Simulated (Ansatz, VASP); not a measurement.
# Cross-check of Sn between VASP and Ansatz

Wanted: the spread between two codes on one cell, functional and k mesh. The cell is taken from a series of runs on this material, whose earlier steps may have relaxed, scaled, displaced or heated it; both programs get it as it stands.

Calculated with Ansatz 0.2.0; plane waves, with VASP 6.6.1 beside it; zone-centre phonons at PBEsol.

**1. Starting point**

The structure is tetragonal, space group I4_1/amd (No. 141). The conventional cell has a = 4.580 Å, b = 4.580 Å, c = 6.737 Å, α = 90.00°, β = 90.00°, γ = 90.00°. Nearest to Sn lie 4 Sn at 2.84 Å.

**2. Ansatz: zone-centre phonons, PBEsol**

Ansatz runs on its PAW soft_1 files.

Second derivatives magnify differences that forces hide, and they need a tight electronic threshold.

input.yaml

```yaml
crystal:
  lattice:
    - [0.0, 3.2384185559, 3.3683959102]
    - [3.2384185559, 0.0, 3.3683959102]
    - [3.2384185559, 3.2384185559, 0.0]
  atoms:
    - { symbol: Sn, position: [0.5, 0.5, 0.5] }
    - { symbol: Sn, position: [0.75, 0.75, 0.75] }
kpoints:
  mp_grid: { grid: [12, 12, 12] }
hamiltonian:
  xc: pbesol
  pseudopotentials: { kind: paw, azcp: { folder: soft_1 }, xc_functional: pbe }
scf:
  occupations: { method: methfessel_paxton, width: 0.2 }
output:
  eigenvalues: true
phonons:
  method: dfpt
```

The run is started by

```bash
$ ansatz run input.yaml --threads 4 --pin off --max-ram 10240MiB --backend cpu --events-out ev --progress --plain --runs-dir out
```

Numbers of over 12 decimals in the logs are rounded to 6 here.

Log:

```text
zone centre: on kpoints.mp_grid the ground state, and the responses unless they are solved on pairs of k-points, stand on 280 of the mesh's 1728 k-points, reduced under 4 symmetry operations, with k and −k counted as one. Each operation leaves every solved displacement unchanged or reverses it
Engine: ansatz 0.2.0, x86_64-unknown-linux-gnu
Pseudopotentials: kind: paw
Pseudopotential: Sn, paw, valence charge 14, recommended cutoff 420 eV (normal), soft_1/Sn.paw.azcp
Functional definition: PBEsol
  exchange = pbesol_x
  correlation = pbesol_c
Crystal: 2 atoms, lattice volume = 70.651 Å³
Basis set: ecut = 420 eV, 1387 PW (Γ), exchange–correlation on 64×64×64 points (8 copies of the dense FFT grid, shifted against one another)
Bands: 18, of which v1, the nominal top of the filled ones, is band 14 counted from 1 (13 counted from 0)
Symmetry: 16 space group operations
k-points: 280 of 1728 (irreducible under 4 space group operations, time reversal used)
Non-local potential: Sn, projectors of the file, l = 0: 2, l = 1: 2, l = 2: 2, l = 3: 1
PAW form: soft (Blöchl's): semilocal exchange-correlation on the pseudo side does not see the compensation charge
PAW frozen core: Sn, regenerated for the run's functional, and the local potential with it (the file was generated under x = pbe(κ = 0.804, μ = 0.219515), c = pbe(β = 0.066725))
PAW one-centre angular grid: Sn, 590 points (default); XC on 64 Gauss nodes
Initial density: superposition of atomic densities (chi_scale 0.1, normalization cell)
Initial wavefunctions: pseudopotential atomic-orbital guess
Functional: x = pbesol(κ = 0.804, μ = 0.123457), c = pbesol(β = 0.046)
SCF iter   1: F=—  HF=-11899.706207 eV  |F-HF|=—  |Δ(HF+E_count)|=         —  Δρ=2.08e-2  dr2=3.25e-1  ethr=3.10e-3  ⟨swp⟩=5.6  Hψ=26439  notcnv=0
preconditioner: auto → Kerker (q_TF=auto, 2.338 Å⁻¹)  [metal: Δε(μ)=0.076 eV  Ē_g=19.824 eV  σ=0.200 eV  W_gap=0.32  n_scr=14 (ndim 8)  ℏωp=23.4 eV  f_vac=0.009  D(μ)=0.18/eV (n_scr^D=0)]
SCF iter   2: F=—  HF=-11899.666378 eV  |F-HF|=—  |Δ(HF+E_count)|=   3.98e-2  S|Δr|=    0.00e0  Δρ=1.36e-2  dr2=1.56e-1  ethr=1.16e-3  ⟨swp⟩=1.0  Hψ=7281  notcnv=0
SCF iter   3: F=—  HF=-11899.636419 eV  |F-HF|=—  |Δ(HF+E_count)|=   3.00e-2  S|Δr|=    0.00e0  Δρ=2.49e-3  dr2=1.26e-2  ethr=5.55e-4  ⟨swp⟩=1.0  Hψ=5040  notcnv=0
SCF iter   4: F=—  HF=-11899.637120 eV  |F-HF|=—  |Δ(HF+E_count)|=   7.01e-4  S|Δr|=    0.00e0  Δρ=1.35e-3  dr2=2.61e-3  ethr=4.48e-5  ⟨swp⟩=2.0  Hψ=6109  notcnv=0
SCF iter   5: F=—  HF=-11899.638268 eV  |F-HF|=—  |Δ(HF+E_count)|=   1.15e-3  S|Δr|=    0.00e0  Δρ=2.83e-4  dr2=7.33e-5  ethr=9.31e-6  ⟨swp⟩=2.0  Hψ=6160  notcnv=0
SCF iter   6: F=—  HF=-11899.638345 eV  |F-HF|=—  |Δ(HF+E_count)|=   7.70e-5  S|Δr|=    0.00e0  Δρ=5.40e-5  dr2=1.44e-6  ethr=2.62e-7  ⟨swp⟩=2.1  Hψ=6579  notcnv=0
SCF iter   7: F=—  HF=-11899.638351 eV  |F-HF|=—  |Δ(HF+E_count)|=   6.11e-6  S|Δr|=    0.00e0  Δρ=8.97e-6  dr2=3.82e-8  ethr=5.15e-9  ⟨swp⟩=2.0  Hψ=6178  notcnv=0
SCF iter   8: F=—  HF=-11899.638351 eV  |F-HF|=—  |Δ(HF+E_count)|=   1.51e-7  S|Δr|=    0.00e0  Δρ=1.43e-6  dr2=1.51e-9  ethr=1.36e-10  ⟨swp⟩=2.2  Hψ=7014  notcnv=0
SCF iter   9: F=—  HF=-11899.638351 eV  |F-HF|=—  |Δ(HF+E_count)|=   4.31e-9  S|Δr|=    0.00e0  Δρ=2.97e-7  dr2=5.03e-11  ethr=5.40e-12  ⟨swp⟩=2.6  Hψ=7406  notcnv=0
SCF iter  10: F=-11899.638351 eV  HF=-11899.638351 eV  |F-HF|=5.46e-12  |Δ(HF+E_count)|=  8.91e-11  S|Δr|=    0.00e0  Δρ=7.05e-8  dr2=3.09e-12  ethr=1.00e-12  ⟨swp⟩=6.6  Hψ=22659  notcnv=0
SCF 1 converged in 10 iterations: F = -11899.638351 eV  dr2 = 3.09e-12
  greatest PAW one-centre occupation: 0.991 electrons in one spin orbital (limit 2), on the Sn atom at site 1 (counted from 0), in its partial waves of l = 2
DFPT response loops at Γ: preconditioner auto → Kerker (q_TF=auto, 2.338 Å⁻¹) (partly filled bands, converged f_vac=0.088); β = 1.00, the filter's whole step (`scf.mixing.beta` (0.50) is not read by the response loops under this deck's `scf.mixing.preconditioner`; to damp them name `kerker` or `kerker_dos`, under which they read `scf.mixing.beta`, and type it under 1.00, their step now; both keys bind the ground state too); Broyden in place of MSR1
SCF converged after 10 iterations
Stability not checked: this state was not tested for a lower state beside it, because cold or Methfessel-Paxton smearing, or corrected tetrahedra, fill the levels in a way that the test cannot read (fill_not_monotonic; see scf.lower_state_search)
Free energy (F): -11899.638351 eV
Harris-Foulkes:  -11899.638351 eV  (|F-HF|=5.46e-12)
Internal energy: -11899.638167 eV  (E = F + TS)
E sigma→0 (E₀):  -11899.638305 eV
Entropy (-TS):   -0.000184 eV (-0.092 meV/atom)
Fermi energy:    7.284796 eV
--- Per-component energies (eV) ---
  E_band       = -259.756069
  E_kinetic    = 336.462765
  E_local      = -2662.166540  (includes V_loc(G=0)·N_el)
  E_nonlocal   = 293.762251
  E_hartree    = 1290.369047
  E_xc         = -248.780040
  E_vxc        = -160.058788  (∫ρ·V_xc dr)
  E_paw        = -8592.560195  (= ΣΔE_a)
  E_vpaw       = -648.494508  (= ΣTr[D̂ρ^β])
  E_aug_tail   = 0.000582  (compensation charges beyond the density's cutoff)
  E_ewald      = -2317.295717
  E_core_change = 0.569679  (= ΣΔE_core)
  E_smearing   = -0.000184  (= −TS)
  E_closure    = -0.000000  (closes the sum)
  Σ components = -11899.638351   (vs F -11899.638351, Δ=0.00e0)
--- Band table (eV; the first three rows and the last of 280) ---
  k-point 0: bands = [... 10 lower, -3.0986, 6.3738, 7.2198, 7.4850, 7.4850, 9.4073, 9.4073, 9.5635]
  k-point 1: bands = [... 10 lower, -3.0334, 5.6187, 7.1634, 7.3533, 7.7326, 9.5855, 9.5934, 9.8009]
  k-point 2: bands = [... 10 lower, -2.8407, 4.4420, 6.8741, 7.0744, 7.7421, 9.9717, 9.9961, 10.5627]
  k-point 279: bands = [... 10 lower, -0.2002, -0.2002, 5.0906, 5.0906, 8.2648, 8.2648, 14.7628, 14.7628]
--- Phonons (Γ-DFPT): 2 representative perturbations + reference, on 280 of 1728 k-points (Σ response iterations 6) ---
  k mesh reduced under 4 symmetry operations, with k and −k counted as one. Each operation leaves every solved displacement unchanged or reverses it
  ASR residual: 3.900e-5 → 0.000e0 eV/Å²; symmetrization residual: 1.839e-12 eV/Å²
  ASR residual per site (eV/Å²): 3.90e-5 3.90e-5
  Γ frequencies (cm⁻¹): 0.00 0.00 0.00 177.00 177.00 179.05
  non-analytic LO–TO correction: not included (Born effective charges unavailable; polar crystals: no LO–TO splitting at Γ)
```

The column dr2 measures how far the density is from self-consistency, as an energy; F and HF (Harris–Foulkes) agree once it is small.

**3. VASP: zone-centre phonons, PBEsol**

The same cell, functional, mesh and smearing now go to VASP, with its own data sets.

Lines of VASP's logs that name or quote its potential files are left out, and so is its time.

INCAR

```
SYSTEM = Sn
PREC = Accurate
ENCUT = 500
EDIFF = 1E-08
NELM = 120
ISMEAR = 1
SIGMA = 0.2
LREAL = .FALSE.
ALGO = Normal
GGA = PS
NBANDS = 20
LORBIT = 11
LWAVE = .FALSE.
LCHARG = .FALSE.
ISIF = 2
IBRION = 8
LASPH = .TRUE.
GGA_COMPAT = .FALSE.
KPAR = 2
```

POSCAR

```
Sn
1.0
    0.0000000000      3.2384185559      3.3683959102
    3.2384185559      0.0000000000      3.3683959102
    3.2384185559      3.2384185559      0.0000000000
Sn
2
Direct
    0.5000000000      0.5000000000      0.5000000000
    0.7500000000      0.7500000000      0.7500000000
```

KPOINTS

```
Automatic mesh
0
Gamma
12 12 12
0 0 0
```

The projector-augmented-wave data sets are Sn_d (PBE family, release 64).

The run is started by

```bash
$ mpirun -np 2 vasp_std
```

Log:

```text
[banner, memory and clock lines left out]
running    2 mpi-ranks, on    1 nodes
 distrk:  each k-point on    1 cores,    2 groups
 distr:  one band on    1 cores,    1 groups

 POSCAR found type information on POSCAR Sn
 POSCAR found :  1 types and       2 ions
|                                                                             |
|               ----> ADVICE to this user running VASP <----                  |
|                                                                             |
|     You enforced a specific xc type in the INCAR file but a different       |
|     [... a line on the potential file left out ...]
|     I HOPE YOU KNOW WHAT YOU ARE DOING!                                     |
|                                                                             |

 LDA part: xc-table for (Slater+PW92), standard interpolation
 POSCAR, INCAR and KPOINTS ok, starting setup
 FFT: planning ... GRIDC
 FFT: planning ... GRID_SOFT
 FFT: planning ... GRID
 WAVECAR not read
 entering main loop
       N       E                     dE             d eps       ncg     rms          rms(c)
DAV:   1     0.220061063549E+03    0.22006E+03   -0.14777E+04  6552   0.197E+03
DAV:   2     0.143356274723E+02   -0.20573E+03   -0.20227E+03  6544   0.435E+02
DAV:   3    -0.780991692132E+01   -0.22146E+02   -0.22010E+02  7516   0.140E+02
DAV:   4    -0.852779213605E+01   -0.71788E+00   -0.71742E+00  7360   0.285E+01
DAV:   5    -0.855280224177E+01   -0.25010E-01   -0.25010E-01  8960   0.520E+00    0.311E+00
DAV:   6    -0.848751047641E+01    0.65292E-01   -0.43064E-02  8788   0.276E+00    0.176E+00
DAV:   7    -0.845617627669E+01    0.31334E-01   -0.50912E-02  7464   0.258E+00    0.164E-01
DAV:   8    -0.845706932902E+01   -0.89305E-03   -0.69165E-03  7100   0.101E+00    0.535E-02
DAV:   9    -0.845733429520E+01   -0.26497E-03   -0.35469E-04  7888   0.138E-01    0.106E-02
DAV:  10    -0.845734402180E+01   -0.97266E-05   -0.20156E-05  8012   0.435E-02    0.531E-03
DAV:  11    -0.845734571841E+01   -0.16966E-05   -0.28278E-06  7636   0.112E-02    0.427E-04
DAV:  12    -0.845734565008E+01    0.68334E-07   -0.12124E-07  8184   0.343E-03    0.326E-04
DAV:  13    -0.845734562962E+01    0.20463E-07   -0.98141E-09  5692   0.708E-04    0.647E-05
DAV:  14    -0.845734563260E+01   -0.29790E-08   -0.72226E-10  4084   0.333E-04
   1 F= -.84573456E+01 E0= -.84572839E+01  d E =-.185083E-03
 Linear response reoptimize wavefunctions to high precision
DAV:   1    -0.845734563532E+01   -0.27258E-08   -0.27864E-10  4232   0.220E-04
DAV:   2    -0.845734563532E+01    0.40927E-11   -0.12392E-10  3764   0.126E-04
 Linear response DOF=           2
 Linear response progress:
  Degree of freedom:   1/  2
       N       E                     dE             d eps       ncg     rms          rms(c)
RMM:   1    -0.214154259687E+00   -0.21415E+00    0.55528E-01 23879   0.100E+01
RMM:   2    -0.220831922220E+00   -0.66777E-02   -0.19651E-02 33363   0.116E+00    0.678E-02
RMM:   3    -0.220988121305E+00   -0.15620E-03   -0.16037E-03 35187   0.322E-01    0.313E-02
RMM:   4    -0.220887799779E+00    0.10032E-03   -0.11715E-04 34915   0.967E-02    0.113E-02
RMM:   5    -0.220872608911E+00    0.15191E-04   -0.17313E-05 35659   0.327E-02    0.388E-03
RMM:   6    -0.220872563535E+00    0.45376E-07   -0.14931E-06 35503   0.946E-03    0.188E-03
RMM:   7    -0.220870839040E+00    0.17245E-05   -0.58368E-07 35197   0.341E-03    0.309E-04
RMM:   8    -0.220868602049E+00    0.22370E-05   -0.26068E-07 36543   0.122E-03    0.240E-04
RMM:   9    -0.220866666445E+00    0.19356E-05   -0.79972E-08 35896   0.510E-04    0.590E-05
RMM:  10    -0.220867084395E+00   -0.41795E-06   -0.79605E-08 38145   0.209E-04    0.302E-05
RMM:  11    -0.220867081210E+00    0.31859E-08   -0.21109E-08 36503   0.107E-04    0.527E-06
 first order change of Fermi-energy   0.14577E-04
 force on displaced ion       1 direction 1 :  -6.842  -0.000  -0.000
 Linear response progress:
  Degree of freedom:   2/  2
       N       E                     dE             d eps       ncg     rms          rms(c)
RMM:   1    -0.214472688257E+00   -0.21447E+00    0.51252E-01 14048   0.981E+00
RMM:   2    -0.221097036882E+00   -0.66243E-02   -0.19779E-02 19640   0.116E+00    0.696E-02
RMM:   3    -0.221261066339E+00   -0.16403E-03   -0.16239E-03 20686   0.323E-01    0.323E-02
RMM:   4    -0.221164957909E+00    0.96108E-04   -0.11261E-04 20675   0.972E-02    0.113E-02
RMM:   5    -0.221153270197E+00    0.11688E-04   -0.13834E-05 20983   0.328E-02    0.381E-03
RMM:   6    -0.221152667091E+00    0.60311E-06   -0.12565E-06 20671   0.958E-03    0.181E-03
RMM:   7    -0.221150112356E+00    0.25547E-05    0.23406E-07 20647   0.350E-03    0.274E-04
RMM:   8    -0.221147677593E+00    0.24348E-05    0.14576E-07 21454   0.126E-03    0.201E-04
RMM:   9    -0.221145870671E+00    0.18069E-05    0.11372E-07 21004   0.519E-04    0.481E-05
RMM:  10    -0.221146328934E+00   -0.45826E-06    0.21627E-07 22446   0.225E-04    0.310E-05
RMM:  11    -0.221146275489E+00    0.53445E-07    0.99328E-08 21351   0.116E-04    0.787E-06
RMM:  12    -0.221146252349E+00    0.23140E-07    0.94030E-08 23021   0.647E-05    0.596E-06
RMM:  13    -0.221146230912E+00    0.21436E-07    0.55418E-08 22033   0.415E-05    0.300E-06
RMM:  14    -0.221146209139E+00    0.21773E-07    0.30711E-08 22461   0.305E-05    0.126E-06
RMM:  15    -0.221146191413E+00    0.17726E-07    0.14654E-08 20493   0.249E-05    0.117E-07
RMM:  16    -0.221146192483E+00   -0.10698E-08    0.63530E-09 14743   0.215E-05    0.385E-07
 first order change of Fermi-energy   0.25969E-03
 force on displaced ion       1 direction 3 :  -0.000  -0.000  -6.978
 Linear response finished
```

Parts of OUTCAR (step 3):

```text
ion  position               nearest neighbor table
   1  0.500  0.500  0.500-   2 2.84   2 2.84   2 2.84   2 2.84
   2  0.750  0.750  0.750-   1 2.84   1 2.84   1 2.84   1 2.84

  LATTYP: Found a body centered tetragonal cell.
 ALAT       =     4.5798154424
 C/A-ratio  =     1.4709745196

 Subroutine GETGRP returns: Found 16 space group operations
 (whereof  8 operations were pure point group operations)

The static configuration has the point symmetry D_2d.
 The point group associated with its full space group is D_4h.

 Found    163 irreducible k-points:

   k-points           NKPTS =    163   k-points in BZ     NKDIM =    163   number of bands    NBANDS=     20

   dimension x,y,z NGX =    36 NGY =   36 NGZ =   36
   dimension x,y,z NGXF=    72 NGYF=   72 NGZF=   72

   ENCUT  =  500.0 eV  36.75 Ry    6.06 a.u.   8.52  8.52  8.35*2*pi/ulx,y,z

   NELECT =      28.0000    total number of electrons

 k-points in reciprocal lattice and weights: Automatic mesh
   0.00000000  0.00000000  0.00000000       0.001
   0.08333333  0.00000000  0.00000000       0.005
   0.16666667 -0.00000000  0.00000000       0.005
   0.25000000  0.00000000  0.00000000       0.005
   0.33333333  0.00000000  0.00000000       0.005
   0.41666667 -0.00000000  0.00000000       0.005
   0.50000000  0.00000000  0.00000000       0.002
   0.08333333  0.08333333  0.00000000       0.001
   0.16666667  0.08333333  0.00000000       0.005
[...]
-0.33333333  0.16666667  0.50000000       0.002
  -0.25000000  0.25000000  0.50000000       0.001

 average (electrostatic) potential at core
       1-101.6268       2-101.6268

  Total       -0.0290685     -0.0290685     -0.5751822      0.0000000      0.0000000      0.0000000
  in kB       -0.6591943     -0.6591943    -13.0435845      0.0000000      0.0000000      0.0000000
  external PRESSURE =      -4.7873243 kB  Pullay stress =       0.0000000 kB

  energy-cutoff  :      500.00
  volume of cell :       70.65
      direct lattice vectors                 reciprocal lattice vectors
     0.000000000  3.238418556  3.368395910    -0.154396349  0.154396349  0.148438608
     3.238418556  0.000000000  3.368395910     0.154396349 -0.154396349  0.148438608
     3.238418556  3.238418556  0.000000000     0.154396349  0.154396349 -0.148438608

 POSITION                                       TOTAL-FORCE (eV/Angst)
 -----------------------------------------------------------------------------------
      3.23842      3.23842      3.36840         0.000000      0.000000      0.000000
      4.85763      4.85763      5.05259         0.000000      0.000000      0.000000
 -----------------------------------------------------------------------------------
    total drift:                                0.000000      0.000000      0.000000

 Eigenvectors and eigenvalues of the dynamical matrix
 ----------------------------------------------------

   1 f  =    5.360300 THz    33.679759 2PiTHz  178.800367 cm-1    22.168410 meV
             X         Y         Z           dx          dy          dz
      3.238419  3.238419  3.368396     0.000000    0.000000   -0.707107
      4.857628  4.857628  5.052594     0.000000    0.000000    0.707107

   2 f  =    5.307740 THz    33.349511 2PiTHz  177.047136 cm-1    21.951037 meV
             X         Y         Z           dx          dy          dz
      3.238419  3.238419  3.368396    -0.707107    0.000000    0.000000
      4.857628  4.857628  5.052594     0.707107    0.000000    0.000000

   3 f  =    5.307740 THz    33.349511 2PiTHz  177.047136 cm-1    21.951037 meV
             X         Y         Z           dx          dy          dz
      3.238419  3.238419  3.368396     0.000000   -0.707107    0.000000
      4.857628  4.857628  5.052594     0.000000    0.707107    0.000000

   4 f  =    0.000000 THz     0.000000 2PiTHz    0.000000 cm-1     0.000000 meV
             X         Y         Z           dx          dy          dz
      3.238419  3.238419  3.368396     0.707107    0.000000    0.000000
      4.857628  4.857628  5.052594     0.707107    0.000000    0.000000

   5 f  =    0.000000 THz     0.000000 2PiTHz    0.000000 cm-1     0.000000 meV
             X         Y         Z           dx          dy          dz
      3.238419  3.238419  3.368396     0.000000    0.707107    0.000000
      4.857628  4.857628  5.052594     0.000000    0.707107    0.000000

   6 f  =    0.000000 THz     0.000000 2PiTHz    0.000000 cm-1     0.000000 meV
             X         Y         Z           dx          dy          dz
      3.238419  3.238419  3.368396     0.000000    0.000000    0.707107
      4.857628  4.857628  5.052594     0.000000    0.000000    0.707107

 ELASTIC MODULI CONTR FROM IONIC RELAXATION (kBar)
 Direction    XX          YY          ZZ          XY          YZ          ZX
 --------------------------------------------------------------------------------
 XX           0.0000      0.0000      0.0000      0.0000      0.0000      0.0000
 YY           0.0000      0.0000      0.0000      0.0000      0.0000      0.0000
 ZZ           0.0000      0.0000      0.0000      0.0000      0.0000      0.0000
 XY           0.0000      0.0000      0.0000   -192.9160      0.0000      0.0000
 YZ           0.0000      0.0000      0.0000      0.0000   -202.8169      0.0000
 ZX           0.0000      0.0000      0.0000      0.0000      0.0000   -174.4273
 --------------------------------------------------------------------------------
```

**4. Differences**

Known differences besides the potentials themselves: the cutoff is 420 eV in Ansatz and 500 eV in VASP; Ansatz makes its cores anew for this functional, VASP keeps those of its PBE data sets. Total energies have different zeros and are not compared.

Compared:

```csv
quantity,Ansatz,VASP,difference
optical mode 1 to 2 (cm⁻¹),177.0,177.0,-0.03 %
optical mode 3 (cm⁻¹),179.1,178.8,+0.14 %
```

Modes are paired by rising frequency, not by their patterns, so a pair may set unlike modes beside each other; they are those without the splitting of longitudinal modes.

**5. Results**

```json
{
 "r.m.s. difference of the optical zone-centre modes, each program's sorted by frequency (zone-centre phonons, PBEsol)": "0.15 cm⁻¹"
}
```

**Reading.** The r.m.s. difference of the optical zone-centre modes, each program's sorted by frequency is 0.15 cm⁻¹ (zone-centre phonons, PBEsol). Such differences can come from data sets, numerical settings and the points named under the comparisons, not from the functional's error against experiment.

[Lines on the potential files, build, host, timing and source positions are cut from VASP's logs without a mark.]

[Logs are printed without paths, hosts, clocks, repeated set-up lines and the standing remarks that a program may print on its own settings, such as how far it seeks lower states.]

[Hosts, paths, dates, database ids (printed as entryN), source tags and the programs' standing remarks are cut or masked in the printed files.]
